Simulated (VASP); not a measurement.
# Sr2MoO4: structure and properties in VASP, part 2 of 6

Aim: relax Sr2MoO4, then compute properties on the relaxed cell. The start is a computed cell from the Materials Project.

VASP 6.6.1; AM05, no spin polarisation; plane waves and PAW (Sr_sv, Mo_sv, O).

Still holding for the runs below: This run has no spin polarisation, although Mo can carry a moment.

So far. Step 2 (Relaxing cell and atoms (AM05)): It ends with a largest force of 0.008 eV/Å and a pressure of -0.02 GPa. The relaxed cell has a = 3.883, c = 12.866 Å (conventional setting).

## Step 3: Second relaxation

A relaxation keeps the plane waves of the cell it began with, so it is repeated from the new cell, on a basis made for it.

The input, INCAR:

```
SYSTEM = Sr2MoO4
PREC = Accurate
ENCUT = 520
EDIFF = 1E-06
NELM = 100
ISMEAR = 0
SIGMA = 0.05
LREAL = .FALSE.
ALGO = Normal
GGA = AM
NBANDS = 36
LASPH = .TRUE.
LORBIT = 11
LWAVE = .FALSE.
LCHARG = .FALSE.
KPAR = 4
IBRION = 2
NSW = 60
ISIF = 3
EDIFFG = -0.01
```

The input, POSCAR:

```
Sr2MoO4
1.0
    0.0000000000     -3.8831294035      0.0000000000
   -3.8831294035      0.0000000000      0.0000000000
    1.9415647018     -1.9415647018     -6.4330387376
Sr Mo O
2 1 4
Direct
    0.3510785313      0.6489214687      0.2978429373
    0.6489214687      0.3510785313      0.7021570627
    0.0000000000      0.0000000000      0.0000000000
    0.5000000000      0.0000000000      0.0000000000
    0.0000000000      0.5000000000      0.0000000000
    0.8370382558      0.1629617442      0.3259234884
    0.1629617442      0.8370382558      0.6740765116
```

The input, KPOINTS:

```
Automatic mesh
0
Gamma
6 6 6
0 0 0
```

PAW data sets: Sr_sv, Mo_sv and O (PBE family, release 64).

Started as:

```sh
mpirun -np 4 vasp_std
```

What it wrote:

```text
[banner, memory and clock lines left out]
running    4 mpi-ranks, on    1 nodes
 distrk:  each k-point on    1 cores,    4 groups
 distr:  one band on    1 cores,    1 groups

 POSCAR found type information on POSCAR SrMoO
 POSCAR found :  3 types and       7 ions
 [... a notice as in an earlier step ...]

 LDA part: xc-table for (Slater+PW92), standard interpolation
 POSCAR, INCAR and KPOINTS ok, starting setup
 FFT: planning ... GRIDC
 FFT: planning ... GRID_SOFT
 FFT: planning ... GRID
 WAVECAR not read
 entering main loop
       N       E                     dE             d eps       ncg     rms          rms(c)
DAV:   1     0.447404478675E+03    0.44740E+03   -0.31935E+04  2160   0.159E+03
DAV:   2    -0.325287989782E+02   -0.47993E+03   -0.47189E+03  2684   0.398E+02
DAV:   3    -0.600351039118E+02   -0.27506E+02   -0.27332E+02  3040   0.916E+01
DAV:   4    -0.607676553305E+02   -0.73255E+00   -0.72707E+00  3248   0.113E+01
DAV:   5    -0.607749063267E+02   -0.72510E-02   -0.72265E-02  2824   0.111E+00    0.487E+01
DAV:   6    -0.531032956132E+02    0.76716E+01   -0.53241E+01  2432   0.369E+01    0.244E+01
DAV:   7    -0.528494723518E+02    0.25382E+00   -0.63986E+00  2444   0.141E+01    0.160E+01
DAV:   8    -0.527898178738E+02    0.59654E-01   -0.84526E-01  2596   0.604E+00    0.307E+00
DAV:   9    -0.527741707158E+02    0.15647E-01   -0.13777E-01  2936   0.199E+00    0.405E-01
DAV:  10    -0.527758031878E+02   -0.16325E-02   -0.79371E-03  2972   0.497E-01    0.266E-01
DAV:  11    -0.527771873952E+02   -0.13842E-02   -0.21223E-03  2468   0.267E-01    0.138E-01
DAV:  12    -0.527773335799E+02   -0.14618E-03   -0.43670E-04  2800   0.123E-01    0.406E-02
DAV:  13    -0.527773625917E+02   -0.29012E-04   -0.35690E-05  2948   0.332E-02    0.221E-02
DAV:  14    -0.527773851734E+02   -0.22582E-04   -0.36680E-05  2500   0.312E-02    0.113E-02
DAV:  15    -0.527773864884E+02   -0.13150E-05   -0.66525E-06  2400   0.139E-02    0.436E-03
DAV:  16    -0.527773861860E+02    0.30242E-06   -0.10887E-06  1752   0.537E-03
   1 F= -.52777386E+02 E0= -.52775359E+02  d E =-.527774E+02
 curvature:   0.00 expect dE= 0.000E+00 dE for cont linesearch  0.000E+00
 trial: gam= 0.00000 g(F)=  0.109E-04 g(S)=  0.389E-05 ort = 0.000E+00 (trialstep = 0.100E+01)
 search vector abs. value=  0.148E-04
 reached required accuracy - stopping structural energy minimisation
```

Run time: 22 s. Hardware: 4 MPI ranks of Intel Xeon 6975P-C (Granite Rapids), shared host; peak memory 1.1 GiB; 83 s of CPU time.

Parts of OUTCAR (step 3):

```text
  LATTYP: Found a body centered tetragonal cell.
 ALAT       =     3.8831294035
 C/A-ratio  =     3.3133269944

The static configuration has the point symmetry D_4h.

 Found     30 irreducible k-points:

   ENCUT  =  520.0 eV  38.22 Ry    6.18 a.u.   7.22  7.22 13.01*2*pi/ulx,y,z

   NELECT =      58.0000    total number of electrons

 E-fermi :   6.1275

 k-point     1 :       0.0000    0.0000    0.0000
  band No.  band energies     occupation
    ...
     27       3.0299      2.00000
     28       3.0299      2.00000
     29       4.2599      2.00000
     30       5.4247      2.00000
     31       5.4247      2.00000
     32       7.7945      0.00000
     33       8.4232      0.00000
     34       8.4688      0.00000
     35       9.1936      0.00000
     36       9.2959      0.00000

 k-point     2 :       0.1667    0.0000   -0.0000
  band No.  band energies     occupation
    ...
     27       2.8622      2.00000
     28       2.9654      2.00000
     29       5.0944      2.00000
     30       5.5232      2.00000
     31       5.7599      2.00000
     32       8.4173      0.00000
     33       8.7863      0.00000
     34       9.0364      0.00000
     35       9.7754      0.00000
     36       9.8328      0.00000

  Total       -0.0121447     -0.0121447     -0.0164106      0.0000000     -0.0000000      0.0000000
  in kB       -0.2005940     -0.2005940     -0.2710538      0.0000000     -0.0000000      0.0000000
  external PRESSURE =      -0.2240806 kB  Pullay stress =       0.0000000 kB

  energy-cutoff  :      520.00
  volume of cell :       97.00
      direct lattice vectors                 reciprocal lattice vectors
     0.000000000 -3.883129403  0.000000000     0.000000000 -0.257524253  0.077723766
    -3.883129403  0.000000000  0.000000000    -0.257524253  0.000000000 -0.077723766
     1.941564702 -1.941564702 -6.433038738     0.000000000  0.000000000 -0.155447533

 POSITION                                       TOTAL-FORCE (eV/Angst)
 -----------------------------------------------------------------------------------
     -1.94156     -1.94156     -1.91604        -0.000000      0.000000      0.006946
      0.00000     -3.88313     -4.51700         0.000000     -0.000000     -0.006946
      0.00000      0.00000      0.00000        -0.000000      0.000000     -0.000000
      0.00000     -1.94156      0.00000         0.000000     -0.000000     -0.000000
     -1.94156      0.00000      0.00000         0.000000      0.000000     -0.000000
      0.00000     -3.88313     -2.09668         0.000000     -0.000000     -0.008070
     -1.94156     -1.94156     -4.33636        -0.000000      0.000000      0.008070
 -----------------------------------------------------------------------------------
    total drift:                                0.000000     -0.000000     -0.000000

  FREE ENERGIE OF THE ION-ELECTRON SYSTEM (eV)
  ---------------------------------------------------
  free  energy   TOTEN  =       -52.7773861860 eV

  energy  without entropy=      -52.7733313986  energy(sigma->0) =      -52.77535879

 total charge
# of ion       s       p       d       tot
------------------------------------------
    1        2.002   5.758   0.239   8.000
    2        2.002   5.758   0.239   8.000
    3        2.330   6.302   3.866  12.497
    4        1.562   3.498   0.000   5.059
    5        1.562   3.498   0.000   5.059
    6        1.550   3.416   0.000   4.966
    7        1.550   3.416   0.000   4.966
--------------------------------------------------
tot         12.558  31.646   4.343  48.548

[... 4 parts as in an earlier step ...]

[... 7 further parts left out ...]
```

CONTCAR:

```
Sr2MoO4
   1.00000000000000
     0.0000000000000000   -3.8831294034999999    0.0000000000000000
    -3.8831294034999999    0.0000000000000000    0.0000000000000000
     1.9415647018000000   -1.9415647018000000   -6.4330387375999996
  Sr              Mo              O
     2     1     4
Direct
     0.3510785312999971    0.6489214687000029    0.2978429372999969
     0.6489214687000029    0.3510785312999971    0.7021570627000031
     0.0000000000000000    0.0000000000000000    0.0000000000000000
     0.5000000000000000    0.0000000000000000    0.0000000000000000
     0.0000000000000000    0.5000000000000000    0.0000000000000000
     0.8370382558000031    0.1629617441999969    0.3259234884000008
     0.1629617441999969    0.8370382558000031    0.6740765115999992
```

Little changed from the start: no atom moved by 0.005 Å and no cell edge by 0.1 %.

This step gave:

| Property | Result |
| --- | --- |
| free energy (TOTEN) | -52.7774 eV |
| energy at zero smearing | -52.7754 eV |
| pressure | -0.02241 GPa |
| SCF cycles over all ionic steps | 16 |

It ends with a largest force of 0.008 eV/Å and a pressure of -0.02 GPa. The volume moved by under 0.01 %: the run met its threshold at the first step.

## Step 4: Density, ELF and potential (AM05)

A single point on the relaxed cell gives a clean self-consistent state, with density, ELF and potential written out.

Edit INCAR of step 3 so:

```diff
@@ -14,7 +14,5 @@
 LWAVE = .FALSE.
-LCHARG = .FALSE.
-KPAR = 4
-IBRION = 2
-NSW = 60
-ISIF = 3
-EDIFFG = -0.01
+LCHARG = .TRUE.
+ISIF = 2
+LELF = .TRUE.
+LVHAR = .TRUE.
```

POSCAR is that of step 3.

KPOINTS is that of step 3.

Started as:

```sh
mpirun -np 4 vasp_std
```

What it wrote:

```text
[banner, memory and clock lines left out]
running    4 mpi-ranks, on    1 nodes
 distrk:  each k-point on    4 cores,    1 groups
 distr:  one band on    1 cores,    4 groups

 POSCAR found type information on POSCAR SrMoO
 POSCAR found :  3 types and       7 ions
 [... a notice as in an earlier step ...]

 LDA part: xc-table for (Slater+PW92), standard interpolation
 POSCAR, INCAR and KPOINTS ok, starting setup
 FFT: planning ... GRIDC
 FFT: planning ... GRID_SOFT
 FFT: planning ... GRID
 WAVECAR not read
 entering main loop
       N       E                     dE             d eps       ncg     rms          rms(c)
DAV:   1     0.447404478678E+03    0.44740E+03   -0.31935E+04  2160   0.159E+03
DAV:   2    -0.325287989788E+02   -0.47993E+03   -0.47189E+03  2684   0.398E+02
DAV:   3    -0.600351039124E+02   -0.27506E+02   -0.27332E+02  3040   0.916E+01
DAV:   4    -0.607676553312E+02   -0.73255E+00   -0.72707E+00  3248   0.113E+01
DAV:   5    -0.607749063269E+02   -0.72510E-02   -0.72265E-02  2824   0.111E+00    0.487E+01
DAV:   6    -0.531032957622E+02    0.76716E+01   -0.53241E+01  2432   0.369E+01    0.244E+01
DAV:   7    -0.528494723535E+02    0.25382E+00   -0.63986E+00  2444   0.141E+01    0.160E+01
DAV:   8    -0.527898178714E+02    0.59654E-01   -0.84526E-01  2596   0.604E+00    0.307E+00
DAV:   9    -0.527741707155E+02    0.15647E-01   -0.13777E-01  2936   0.199E+00    0.405E-01
DAV:  10    -0.527758031879E+02   -0.16325E-02   -0.79371E-03  2972   0.497E-01    0.266E-01
DAV:  11    -0.527771873956E+02   -0.13842E-02   -0.21223E-03  2468   0.267E-01    0.138E-01
DAV:  12    -0.527773335804E+02   -0.14618E-03   -0.43670E-04  2800   0.123E-01    0.406E-02
DAV:  13    -0.527773625919E+02   -0.29012E-04   -0.35690E-05  2948   0.332E-02    0.221E-02
DAV:  14    -0.527773851739E+02   -0.22582E-04   -0.36680E-05  2500   0.312E-02    0.113E-02
DAV:  15    -0.527773864887E+02   -0.13148E-05   -0.66525E-06  2400   0.139E-02    0.436E-03
DAV:  16    -0.527773861857E+02    0.30296E-06   -0.10887E-06  1752   0.537E-03
   1 F= -.52777386E+02 E0= -.52775359E+02  d E =-.405479E-02
```

It took 18 s on 4 MPI ranks; peak memory 0.68 GiB; 70 s of CPU time.

From OUTCAR (step 4):

```text
The static configuration has the point symmetry D_4h.

 Found     30 irreducible k-points:

   NELECT =      58.0000    total number of electrons

 E-fermi :   6.1275

  Total       -0.0121447     -0.0121447     -0.0164106      0.0000000     -0.0000000      0.0000000
  in kB       -0.2005939     -0.2005939     -0.2710540      0.0000000     -0.0000000      0.0000000
  external PRESSURE =      -0.2240806 kB  Pullay stress =       0.0000000 kB

 POSITION                                       TOTAL-FORCE (eV/Angst)
 -----------------------------------------------------------------------------------
     -1.94156     -1.94156     -1.91604        -0.000000      0.000000      0.006946
      0.00000     -3.88313     -4.51700         0.000000     -0.000000     -0.006946
      0.00000      0.00000      0.00000         0.000000     -0.000000      0.000000
      0.00000     -1.94156      0.00000        -0.000000     -0.000000      0.000000
     -1.94156      0.00000      0.00000         0.000000      0.000000      0.000000
      0.00000     -3.88313     -2.09668         0.000000     -0.000000     -0.008070
     -1.94156     -1.94156     -4.33636        -0.000000      0.000000      0.008070
 -----------------------------------------------------------------------------------
    total drift:                                0.000000     -0.000000     -0.000000

  FREE ENERGIE OF THE ION-ELECTRON SYSTEM (eV)
  ---------------------------------------------------
  free  energy   TOTEN  =       -52.7773861857 eV

  energy  without entropy=      -52.7733313983  energy(sigma->0) =      -52.77535879

[... 16 parts as in an earlier step ...]
```

This step gave:

```yaml
scf_cycles: 16
```

Valence electrons inside each PAW sphere by angular momentum. Sphere charges, by row:

```tsv
atom	s (e)	p (e)	d (e)	tot (e)
Sr1	2.002	5.758	0.239	8
Sr2	2.002	5.758	0.239	8
Mo3	2.33	6.302	3.866	12.5
O4	1.562	3.498	0	5.059
O5	1.562	3.498	0	5.059
O6	1.55	3.416	0	4.966
O7	1.55	3.416	0	4.966
```

Electrostatic potential energy in the ac plane of the conventional cell at fractional y = 0.000, with atoms of Sr and Mo and O within 0.2 Å of it. With pseudopotentials it is smooth inside the atoms' cores, unlike the true potential.

Values in eV, 24 rows by 14 columns, each cell a mean:
```
-55 -53 -44 -22  -7 -20 -42 -45 -34 -12 -11 -32 -49 -55
-28 -23 -13  -4  -1   0  -1  -2   0   0  -1  -7 -17 -26
-18 -10  -2   1   2   2   1   1   1   2   2   0  -4 -14
-51 -46 -14   1   2   1   1   1   1   2   2  -2 -28 -51
-40 -28  -6   2   2   2   1   1   1   2   2   0 -14 -35
 -2  -1   0   1   1   1   1   1   1   1   1   1   0  -2
-11 -10  -8  -4  -2   0   1   1   0  -1  -3  -6  -9 -11
-24 -21 -17 -11  -5  -2   0   1   0  -3  -8 -14 -19 -23
-29 -25 -19 -13  -7  -2   0   1  -1  -4  -9 -15 -22 -27
-19 -17 -13  -8  -3   0   1   1   0  -1  -5 -10 -15 -18
 -7  -6  -4  -2  -1  -2  -9 -11  -6  -1  -1  -2  -5  -6
  0   0   0   1  -3 -28 -51 -51 -45 -15   0   1   0   0
 -2  -1   0   0  -2 -19 -42 -45 -34  -9   0   0  -1  -1
-10  -9  -7  -3  -1   0  -1  -2  -1   0  -2  -5  -8 -10
-23 -20 -16 -10  -5  -1   1   1   0  -2  -7 -13 -17 -21
-30 -26 -19 -13  -7  -2   0   1  -1  -4 -10 -16 -22 -28
-20 -18 -14  -9  -4  -1   0   1   0  -2  -6 -12 -16 -19
 -7  -6  -4  -2   0   0   1   1   1   0  -1  -3  -5  -7
 -8  -3   1   2   2   1   1   1   1   2   2   1  -1  -5
-49 -41 -12   1   2   2   1   1   1   2   2  -1 -24 -48
-47 -36 -10   1   2   2   1   1   1   2   2  -1 -20 -44
-10  -6  -2   0   1   1   1   1   1   1   1   0  -3  -8
-41 -36 -23  -8  -2  -3  -9 -11  -6  -2  -4 -14 -29 -39
-55 -55 -49 -27 -10 -30 -51 -51 -46 -18 -14 -37 -53 -55
```
Columns run along a (3.9 Å; values clipped at the 3rd and 97th percentile), rows up along c (12.9 Å), edges of the conventional cell, whose origin can differ from the input's. Atoms in or near the plane, at fractional coordinates: Sr at (0.00, 0.35), Sr at (0.00, 0.65), Mo at (0.00, 0.00), O at (0.50, 0.50), O at (0.50, 0.00), O at (0.00, 0.84), O at (0.00, 0.16).

Valence density in the ac plane of the conventional cell at fractional y = 0.000, with atoms of Sr and Mo and O within 0.2 Å of it. It is the smooth field of the valence electrons, not physical close to the nuclei.

Values in e/Å³, 24 rows by 14 columns, each cell a mean:
```
6.0 4.8 2.5 0.9 0.9 2.0 4.0 4.8 3.2 1.4 0.7 1.4 3.5 5.5
1.3 1.0 0.6 0.3 0.3 0.4 0.5 0.6 0.5 0.3 0.3 0.4 0.7 1.2
1.8 1.3 0.6 0.3 0.1 0.1 0.1 0.1 0.1 0.1 0.2 0.4 0.9 1.6
6.6 4.4 1.7 0.5 0.2 0.1 0.0 0.0 0.1 0.1 0.3 0.8 2.6 5.6
4.3 2.8 1.1 0.4 0.1 0.1 0.0 0.0 0.0 0.1 0.2 0.6 1.7 3.6
0.6 0.4 0.3 0.1 0.1 0.0 0.0 0.0 0.0 0.0 0.1 0.2 0.3 0.5
0.8 0.7 0.4 0.2 0.1 0.0 0.0 0.0 0.0 0.0 0.1 0.2 0.5 0.7
2.8 2.4 1.6 0.6 0.2 0.1 0.0 0.0 0.0 0.1 0.3 1.0 1.9 2.6
3.2 2.9 2.0 0.8 0.2 0.1 0.0 0.0 0.1 0.1 0.4 1.3 2.4 3.1
1.9 1.6 0.9 0.4 0.2 0.1 0.1 0.1 0.1 0.1 0.2 0.6 1.2 1.8
0.3 0.2 0.2 0.2 0.3 0.6 1.1 1.3 0.9 0.5 0.2 0.2 0.2 0.3
0.0 0.1 0.1 0.2 0.8 2.5 5.4 6.5 4.3 1.6 0.5 0.2 0.1 0.0
0.1 0.1 0.1 0.2 0.6 1.9 4.0 4.8 3.1 1.2 0.4 0.1 0.1 0.1
0.6 0.5 0.3 0.2 0.2 0.3 0.5 0.6 0.5 0.3 0.2 0.2 0.4 0.6
2.5 2.1 1.4 0.5 0.2 0.1 0.1 0.1 0.1 0.1 0.3 0.9 1.7 2.4
3.3 3.0 2.1 0.9 0.2 0.1 0.0 0.0 0.0 0.1 0.4 1.4 2.5 3.2
2.2 1.8 1.1 0.4 0.1 0.1 0.0 0.0 0.0 0.1 0.2 0.7 1.4 2.0
0.5 0.4 0.2 0.1 0.1 0.0 0.0 0.0 0.0 0.0 0.1 0.2 0.3 0.4
1.1 0.8 0.4 0.2 0.1 0.0 0.0 0.0 0.0 0.1 0.1 0.3 0.6 1.0
6.0 4.0 1.5 0.5 0.2 0.1 0.0 0.0 0.0 0.1 0.2 0.8 2.4 5.1
5.2 3.5 1.4 0.4 0.2 0.1 0.0 0.0 0.1 0.1 0.2 0.7 2.1 4.4
1.1 0.8 0.5 0.2 0.1 0.1 0.1 0.1 0.1 0.1 0.2 0.3 0.6 0.9
2.5 1.9 1.0 0.4 0.4 0.7 1.1 1.3 0.9 0.5 0.4 0.6 1.3 2.2
7.0 5.8 3.1 1.1 1.1 2.7 5.5 6.5 4.4 1.8 0.9 1.7 4.3 6.5
```
Columns run along a (3.9 Å), rows up along c (12.9 Å), edges of the conventional cell, whose origin can differ from the input's. Atoms in or near the plane, at fractional coordinates: Sr at (0.00, 0.35), Sr at (0.00, 0.65), Mo at (0.00, 0.00), O at (0.50, 0.50), O at (0.50, 0.00), O at (0.00, 0.84), O at (0.00, 0.16).

ELF in the ac plane of the conventional cell at fractional y = 0.000, with atoms of Sr and Mo and O within 0.2 Å of it. It is the smooth field of the valence electrons, not physical close to the nuclei.

Ten even steps from '_' (0.02) to '@' (0.82), each cell a mean:
```
##%%##--++@@@@%%@@%%--==####
====::..::++####**==..::--==
%%##**--..____..__..::++##%%
**%%@@%%==..______::**@@@@##
%%@@@@%%++..______--**@@@@@@
++====--..__________::--==++
**++==::____________..--++++
%%@@@@%%--________..++@@@@@@
**%%@@%%--________..**@@@@##
@@@@%%==....::::..__::**@@@@
==--....==##%%%%%%**::..::--
____..==%%@@##**%%@@##--____
______--%%@@@@%%@@@@**::____
##++--..::++####**==..::==**
@@@@@@**..____..____--%%@@@@
**%%@@@@==________..**@@@@##
@@@@@@**::__________==%%@@@@
----::..______________..::--
####**++::________..--++####
##@@@@%%++..______--##@@@@%%
##@@@@##--..______..++%%@@%%
**++==::....::::......--++**
**++==::--##%%%%%%++::::==++
++####--**@@##**%%%%==++%%**
```
Columns run along a (3.9 Å), rows up along c (12.9 Å), edges of the conventional cell, whose origin can differ from the input's. Atoms in or near the plane, at fractional coordinates: Sr at (0.00, 0.35), Sr at (0.00, 0.65), Mo at (0.00, 0.00), O at (0.50, 0.50), O at (0.50, 0.00), O at (0.00, 0.84), O at (0.00, 0.16).

In this run the pressure is -0.02 GPa, small enough to go on.

[end of part 2 of 6]

[Lines on the potential files, build, host, timing and source positions are cut from VASP's logs without a mark.]

[Logs are printed without paths, hosts, clocks, repeated set-up lines and the standing remarks that a program may print on its own settings, such as how far it seeks lower states.]

[Hosts, paths, dates, database ids (printed as entryN), source tags and the programs' standing remarks are cut or masked in the printed files.]

[A measured line is paired with the nearest computed mode of its activity, which favours agreement.]
